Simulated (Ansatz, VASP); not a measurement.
**Two plane-wave programs on ZrNb3**

```
Zr Nb
1.0
     4.27552    0.00000    0.00000
     0.00000    4.27552    0.00000
     0.00000    0.00000    4.27552
Zr Nb
1 3
Cartesian
  0.0000 0.0000 0.0000
  0.0000 2.1378 2.1378
  2.1378 0.0000 2.1378
  2.1378 2.1378 0.0000
```

Alike in both runs: functional PBE; k mesh 4 × 4 × 4; occupations gaussian, width 0.1 eV; no spin polarisation.

Ansatz relaxed the structure, and its values are those at the end. VASP's run is a single point on that final structure, the one shown.

```csv
,VASP,Ansatz
version,VASP 6.6.1,Ansatz 0.2.0
potentials or method,"VASP PAW PBE potentials, release 64 (Zr_sv, Nb_sv)","scalar-relativistic, plane waves, PAW"
plane-wave cutoff (eV),520,420
valence electrons in the cell,51,51
```

VASP gave:

* gap on the k mesh at the Fermi level (eV): none
* pressure (GPa): 0.2

**Question.** What did Ansatz give for the same quantities?

**Answer.** gap on the k mesh at the Fermi level (eV): none; pressure (GPa): 0.3.

A gap of «none» marks a metal or a gap that the smearing closes.

Caveats: the k mesh is coarse (spacing up to 0.37 Å⁻¹), so the values aren't converged.
